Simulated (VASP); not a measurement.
A run of VASP 6.6.1:

File INCAR:

```
PREC = Accurate
ENCUT = 520
EDIFF = 1E-7
ISMEAR = -1
SIGMA = 0.05
LREAL = F
LASPH = T
NELM = 60
ALGO = Normal
ISIF = 2
LWAVE = F
LCHARG = F
GGA = PE
NBANDS = 26
```

KPOINTS

```
Automatic mesh
0
Gamma
  6 6 6
```

The input POSCAR:

```
LiY3
1.0
    0.0000000000      3.8998520000      3.8998520000
    3.8998520000      0.0000000000      3.8998520000
    3.8998520000      3.8998520000      0.0000000000
Y Li
3 1
Direct
    0.4972130000      0.5049790000      0.4963850000
    0.7545110000      0.7544530000      0.7426520000
    0.2462900000      0.2419550000      0.2574190000
    0.0057220000     -0.0003600000     -0.0126970000
```

Potentials or basis: VASP PAW PBE potentials, release 64 (Y_sv, Li_sv).

Launch:

```bash
$ cat potpaw_PBE.64/Y_sv/POTCAR potpaw_PBE.64/Li_sv/POTCAR > POTCAR
$ mpirun -np 1 vasp_std > vasp.out
```

Hardware: 1 thread of Intel(R) Xeon(R) Platinum 8488C (Sapphire Rapids) (shared host).

Estimate the wall time of this run.

Run time: 6.3 min on 1 thread of Intel(R) Xeon(R) Platinum 8488C (Sapphire Rapids), on a shared host, peak memory 0.46 GiB. Counts: scf iterations 15, k points 112.
